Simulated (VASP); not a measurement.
A cell of Ni₃Fe (L1_2) near equilibrium:

```
CELL_PARAMETERS angstrom
      3.48418     0.00000     0.00000
      0.00000     3.48418     0.00000
      0.00000     0.00000     3.48418
ATOMIC_POSITIONS crystal
  Fe 0.00000 0.00000 0.00000
  Ni 0.00000 0.50000 0.50000
  Ni 0.50000 0.00000 0.50000
  Ni 0.50000 0.50000 0.00000
```
Starting moments (μB, in the order of the record's atoms Fe Ni Ni Ni): 2.8 0.6 0.6 0.6.

All values below come from PBEsol GGA, VASP's PBE PAW potentials (set 64) (plane waves; VASP 6.6.1).

```json
[
 {"run": "as it is", "ΔE (meV/atom)": "0.0", "σxx": "0.59", "σyy": "0.59", "σzz": "0.59", "largest shear component, with its sign (GPa)": "0.00", "largest force (eV/Å)": "0.000", "moment (μB)": "4.63"},
 {"run": "after one change", "ΔE (meV/atom)": "17.5", "σxx": "11.81", "σyy": "11.81", "σzz": "11.81", "largest shear component, with its sign (GPa)": "0.00", "largest force (eV/Å)": "0.000", "moment (μB)": "4.51"}
]
```
Stress is in GPa, positive when the cell is compressed.

What was changed between the two runs?
(A) isotropic strain of -1.5 %
(B) biaxial strain of -4.0 % in the xz plane
(C) uniaxial strain of +2.0 % along x
(D) isotropic strain of +2.0 %

A, isotropic strain of -1.5 %

The compound is Ni3Fe in the L1_2 structure. The spin order is the one that the start imposed; others were not tried in this run.
